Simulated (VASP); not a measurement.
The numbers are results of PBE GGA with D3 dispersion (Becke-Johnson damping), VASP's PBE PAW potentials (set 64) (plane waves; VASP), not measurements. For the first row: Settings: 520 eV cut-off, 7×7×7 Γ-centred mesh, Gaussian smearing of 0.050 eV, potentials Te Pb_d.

```json
[
 {"system": "PbTe (rock salt)", "energy (eV/atom)": "-4.1536"},
 {"system": "Te (trig)", "energy (eV/atom)": "-3.5781"},
 {"system": "Pb (fcc)", "energy (eV/atom)": "-3.9593"}
]
```

The references are the elements' solids at the same level; no temperature or zero-point terms are added.  Spin-orbit coupling is left out, which shifts such energies by up to tenths of an eV for the heavy elements here.

Problem. What is the formation energy per atom of PbTe?

Solution. The references average (1×(-3.5781) + 1×(-3.9593))/2 = -3.7687 eV, so the formation energy is -4.1536 − (-3.7687) = -0.385 eV/atom. Measured: -0.366 eV/atom at 298 K (as given by CRC Handbook of Chemistry and Physics, Standard Thermodynamic Properties of Chemical Substances).
